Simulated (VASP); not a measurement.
HfIn4SiO6, 12 atoms in the cell. It takes space group C2 (No. 5, monoclinic). Conventional cell: a = 5.432 Å, b = 9.407 Å, c = 7.636 Å, α = 90.00°, β = 104.07°, γ = 90.00°. Hf (site symmetry 2) has 6 O at 2.13 to 2.14 Å as nearest neighbours. Around In (site symmetry 2) lie 2 O at 2.73 Å and 4 In at 3.12 Å. In (site symmetry 2) is surrounded by 6 O at 2.23 Å. Around In (site symmetry 2) lie 2 O at 2.73 Å and 3 In at 3.07 to 3.12 Å. In (site symmetry 2) is surrounded by 2 O at 2.73 Å and 3 In at 3.07 to 3.12 Å. Si (site symmetry 2) is surrounded by 6 O at 1.85 Å. Around O (site symmetry 1) lie 1 Si at 1.85 Å. O (site symmetry 1) has 1 Si at 1.85 Å as nearest neighbours. The cell was built by a generator and needn't be a form met in nature.

```yaml
Program: VASP 6.6.1
Task: relaxation of cell and atoms
Functional: PBE
Dispersion: D2
Potentials_or_basis: VASP PAW PBE potentials, release 64 (Hf_pv, In_d, Si, O)
Cutoff: 600 eV
k_mesh: 6 × 6 × 4
Occupations: fermi-dirac, width 0.05 eV
Spin: no spin polarisation
Further_INCAR_settings: ALGO = Normal; EDIFF = 1e-06; IBRION = 2; EDIFFG = -0.005; NSW = 60; ISIF = 3
```

Potentials or basis: VASP PAW PBE potentials, release 64 (Hf_pv, In_d, Si, O).

Launch:

```bash
$ cat potpaw_PBE.64/Hf_pv/POTCAR potpaw_PBE.64/In_d/POTCAR potpaw_PBE.64/Si/POTCAR potpaw_PBE.64/O/POTCAR > POTCAR
$ mpirun -np 4 vasp_std > vasp.out
```

Hardware: 4 MPI ranks on AMD EPYC 9R45 96-Core Processor (Zen 5), on a shared host.

Problem. Estimate the wall time of this run.

Solution. It took 32 min on 4 MPI ranks on AMD EPYC 9R45 96-Core Processor (Zen 5), on a shared host, peak memory 0.82 GiB a rank. Counts: scf iterations 162, k points 47, ion steps 24.
